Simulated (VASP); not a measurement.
LiF:

```
CELL_PARAMETERS angstrom
0.00000 1.97904 1.97904
1.97904 0.00000 1.97904
1.97904 1.97904 0.00000
ATOMIC_POSITIONS crystal
Li 0.00000 0.00000 0.00000
F 0.50000 0.50000 0.50000
```

The cell was built by a generator and needn't be a form met in nature.

Program: VASP 6.6.1. Alike in all runs: task band structure; potentials or basis VASP PAW PBE potentials, release 64 (Li_sv, F); no spin polarisation; cell as given; cutoff (eV) 520; smearing gaussian 0.02 eV.

Task: Order these runs on this cell by their band gap on the k mesh, lowest first.
A. level HSE06; k mesh 8 × 8 × 8; grid for exact exchange (PRECFOCK) Fast; screening parameter 0.2 1/A
B. level r2SCAN+rVV10; k mesh 12 × 12 × 12
C. level PBE; k mesh 12 × 12 × 12

Result: C (9.57 eV), B (10.72 eV), A (11.93 eV).

